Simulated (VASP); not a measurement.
F3ZrI, in a box:

```
F Zr I
1.0
    12.00000    0.00000    0.00000
     0.00000   13.00000    0.00000
     0.00000    0.00000   12.00000
F Zr I
3 1 1
Direct
  0.40928 0.43056 0.62470
  0.61726 0.38447 0.48485
  0.38491 0.36332 0.38097
  0.47237 0.44029 0.48126
  0.48030 0.63991 0.41584
```

Base run:

| Property | Result |
| --- | --- |
| Program | VASP 6.6.1 |
| Functional | SCAN |
| Dispersion | D4 |
| Potentials or basis | VASP PAW PBE potentials, release 64 (F_s, Zr_sv, I) |
| Cutoff | 400 eV |
| k mesh | 1 × 1 × 1 |
| Occupations | gaussian, width 0.01 eV |
| Spin | no spin polarisation |

Its results: gap between the frontier levels 4.80 eV; largest force 0.465 eV/Å.

Q: The run is repeated on the same cell with these changes: functional from SCAN to r2SCAN0; further incar settings from ALGO = Normal; EDIFF = 1e-06; NBANDS = 28 to ALGO = Normal; EDIFF = 1e-06. What comes out?

A: Gap between the frontier levels 6.68 eV; largest force 0.281 eV/Å.

Caveats: the PAW data sets were made with another functional, which shifts forces and pressure a little; spin-orbit coupling is left out, which moves the levels of the heavy elements.

A k mesh can miss the band edges.

Not every run made on this cell is shown here.
